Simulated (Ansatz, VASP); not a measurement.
# AlSi2C2N (twisted h-SiC/h-AlN monolayer on bilayer, 27.80 deg) in two plane-wave programs, part 2 of 2

Aim: how closely do two programs agree when they are given the same cell, functional and k mesh? The cell is taken from a series of runs on this material, whose earlier steps may have relaxed, scaled, displaced or heated it; both programs get it as it stands.

VASP 6.6.1 and Ansatz 0.2.0.

So far: The starting structure; Ansatz: single point, PBE with D3(BJ).

**3. VASP: single point, PBE with D3(BJ)**

Level of this step: PBE with D3(BJ); plane waves and PAW (Si, C, Al, N) (VASP).

The same cell, functional, mesh and smearing now go to VASP, with its own data sets.

Lines of VASP's logs that name or quote its potential files are left out, and so is its time.

The input, INCAR:

```
SYSTEM = AlSi2C2N
PREC = Accurate
ENCUT = 520
EDIFF = 1E-06
NELM = 120
ISMEAR = -1
SIGMA = 0.025
LREAL = Auto
ALGO = Normal
GGA = PE
IVDW = 12
NBANDS = 216
LORBIT = 11
LWAVE = .FALSE.
LCHARG = .FALSE.
ISIF = 2
LASPH = .TRUE.
GGA_COMPAT = .FALSE.
EFERMI = MIDGAP
NCORE = 2
```

The input, POSCAR:

```
AlSi2C2N
1.0
   11.2313000000      0.0000000000      0.0000000000
   -5.6156500000      9.7265900000      0.0000000000
    0.0000000000      0.0000000000     18.5800000000
Si C Al N
26 26 13 13
Direct
    0.1292100000      0.1797500000      0.3238400000
    0.2058100000      0.4878800000      0.3233800000
    0.2822600000      0.7949800000      0.3230400000
    0.3584600000      0.1020700000      0.3235500000
    0.4374600000      0.4116000000      0.3224000000
    0.5144700000      0.7187500000      0.3229000000
    0.5903300000      0.0254100000      0.3222300000
    0.6671400000      0.3316600000      0.3238500000
    0.7431700000      0.6409300000      0.3218400000
    0.8210100000      0.9495700000      0.3221400000
    0.8970000000      0.2575000000      0.3221700000
    0.9737000000      0.5622600000      0.3230200000
    0.0507400000      0.8710000000      0.3226600000
    0.2577800000      0.3598500000      0.4952300000
    0.3328300000      0.6657700000      0.4938900000
    0.4099800000      0.9753600000      0.4944000000
    0.4857500000      0.2804400000      0.4938400000
    0.5656700000      0.5910100000      0.4942100000
    0.6411600000      0.8975800000      0.4946800000
    0.7170500000      0.2044600000      0.4954900000
    0.7943800000      0.5133700000      0.4945400000
    0.8710900000      0.8195100000      0.4953300000
    0.9478200000      0.1275200000      0.4951000000
    0.0263400000      0.4371200000      0.4942800000
    0.1022700000      0.7431800000      0.4943900000
    0.1768400000      0.0499500000      0.4942300000
    0.1785400000      0.0509400000      0.3233700000
    0.2572600000      0.3584800000      0.3231600000
    0.3332500000      0.6661800000      0.3224900000
    0.4085600000      0.9754300000      0.3217200000
    0.4881400000      0.2832500000      0.3227000000
    0.5630900000      0.5894600000      0.3234700000
    0.6435300000      0.8989200000      0.3232700000
    0.7173600000      0.2048000000      0.3234000000
    0.7947900000      0.5133400000      0.3233600000
    0.8721800000      0.8209100000      0.3220400000
    0.9486600000      0.1281600000      0.3238700000
    0.0246700000      0.4358400000      0.3235300000
    0.1016400000      0.7430700000      0.3224000000
    0.3083700000      0.2312100000      0.4941400000
    0.3832700000      0.5387800000      0.4949100000
    0.4616200000      0.8460600000      0.4954300000
    0.5370400000      0.1538100000      0.4953400000
    0.6148300000      0.4611800000      0.4934500000
    0.6929600000      0.7708300000      0.4945900000
    0.7696600000      0.0765600000      0.4942300000
    0.8461900000      0.3860900000      0.4948400000
    0.9224700000      0.6900300000      0.4946700000
    0.9991900000      0.0007200000      0.4942800000
    0.0764400000      0.3058900000      0.4942800000
    0.1530000000      0.6151400000      0.4944200000
    0.2314500000      0.9218500000      0.4935000000
    0.7429800000      0.1029700000      0.6768600000
    0.6675200000      0.3342100000      0.6772500000
    0.4358800000      0.0247400000      0.6764700000
    0.5892000000      0.5646200000      0.6766900000
    0.3581300000      0.2561600000      0.6766700000
    0.1273500000      0.9478200000      0.6780300000
    0.5120700000      0.7952900000      0.6767900000
    0.2799900000      0.4856700000      0.6774700000
    0.0516900000      0.1788200000      0.6769700000
    0.8229200000      0.8724800000      0.6773500000
    0.2044200000      0.7181900000      0.6762700000
    0.9732000000      0.4094400000      0.6778000000
    0.8989400000      0.6394500000      0.6764600000
    0.7948700000      0.2826800000      0.6785900000
    0.7179200000      0.5138600000      0.6770500000
    0.4874600000      0.2064600000      0.6775400000
    0.6404500000      0.7426200000      0.6761600000
    0.4103900000      0.4353800000      0.6764500000
    0.1782700000      0.1269600000      0.6768500000
    0.5650500000      0.9754400000      0.6768100000
    0.3323200000      0.6675500000      0.6779000000
    0.1036300000      0.3598400000      0.6761900000
    0.8711900000      0.0490000000      0.6775800000
    0.2551600000      0.8956200000      0.6770900000
    0.0247800000      0.5887700000      0.6767500000
    0.9497200000      0.8204800000      0.6773000000
```

The input, KPOINTS:

```
Automatic mesh
0
Gamma
1 1 1
0 0 0
```

Potentials, in the order of the species: Si, C, Al and N (PBE family, release 64).

Started as:

```sh
$ mpirun -np 8 vasp_gam
```

Numbers of over 12 decimals in the logs are rounded to 6 here.

Log:

```text
[banner, memory and clock lines left out]
running    8 mpi-ranks, on    1 nodes
[...]
LDA part: xc-table for (Slater+PW92), standard interpolation
 POSCAR, INCAR and KPOINTS ok, starting setup
[...]
entering main loop
       N       E                     dE             d eps       ncg     rms          rms(c)
DAV:   1     0.260757452606E+04    0.26076E+04   -0.13827E+05   448   0.124E+03
DAV:   2    -0.190459299757E+03   -0.27980E+04   -0.26546E+04   632   0.264E+02
DAV:   3    -0.633950825927E+03   -0.44349E+03   -0.43826E+03   536   0.108E+02
DAV:   4    -0.657973037695E+03   -0.24022E+02   -0.23918E+02   560   0.289E+01
[...]
DAV:  23    -0.544999616851E+03   -0.45328E-05   -0.26761E-07   360   0.113E-03    0.859E-04
DAV:  24    -0.544999619472E+03   -0.26213E-05   -0.14715E-07   360   0.596E-04    0.697E-04
DAV:  25    -0.544999620166E+03   -0.69442E-06   -0.91763E-08   368   0.471E-04
   1 F= -.55976957E+03 E0= -.55976957E+03  d E =-.278865E-17
```

OUTCAR, selected parts (step 3):

```text
  FREE ENERGIE OF THE ION-ELECTRON SYSTEM (eV)
  ---------------------------------------------------
  free  energy   TOTEN  =      -559.7695659000 eV

  energy  without entropy=     -559.7695659000  energy(sigma->0) =     -559.76956590
```

**4. Differences**

Known differences besides the potentials themselves: the cutoff is 420 eV in Ansatz and 520 eV in VASP (PREC = Accurate, projectors in real space). Total energies have different zeros and are not compared.

Compared:

```csv
quantity,Ansatz,VASP,difference
gap on the k mesh (eV),2.078,2.071,+0.008
```

Forces on 10 of the 78 atoms, those with the largest forces and the largest differences (eV/Å; atoms numbered as in POSCAR):

```csv
atom,"Ansatz x, y, z","VASP x, y, z"
Si8,"-0.528, 0.684, 0.064","-0.525, 0.681, 0.061"
C30,"1.046, -0.398, 0.009","1.048, -0.401, 0.007"
C40,"-0.290, -0.393, 0.199","-0.295, -0.385, 0.197"
C49,"0.078, -0.634, 0.133","0.072, -0.630, 0.142"
C50,"-0.072, 0.447, 0.078","-0.077, 0.442, 0.072"
C52,"-0.898, 0.354, 0.063","-0.897, 0.360, 0.063"
Al60,"0.650, 0.795, -0.202","0.652, 0.798, -0.202"
Al62,"-0.501, -0.761, -0.120","-0.503, -0.763, -0.125"
Al65,"-0.830, 0.392, -0.227","-0.833, 0.398, -0.226"
N75,"-0.199, 0.859, 0.061","-0.202, 0.864, 0.060"
```

The forces differ by 2.6 meV/Å r.m.s., which is 0.8 % of the r.m.s. force of 0.321 eV/Å (both taken over all components). A gap on the mesh is an upper bound, since the band edges may lie between its points. Where the cell holds vacuum, a pressure given here is an average over it and none of the material.

**5. Results**

```
r.m.s. force difference (single point, PBE with D3(BJ)) : 0.82 % of the r.m.s. force
```

The r.m.s. force difference is 0.82 % of the r.m.s. force (single point, PBE with D3(BJ)), within the 3 % picked in this series as the mark of a large difference. Such differences can come from data sets, numerical settings and the points named under the comparisons, not from the functional's error against experiment.

[Lines on the potential files, build, host, timing and source positions are cut from VASP's logs without a mark.]

[Logs are printed without paths, hosts, clocks, repeated set-up lines and the standing remarks that a program may print on its own settings, such as how far it seeks lower states.]

[Hosts, paths, dates, database ids (printed as entryN), source tags and the programs' standing remarks are cut or masked in the printed files.]
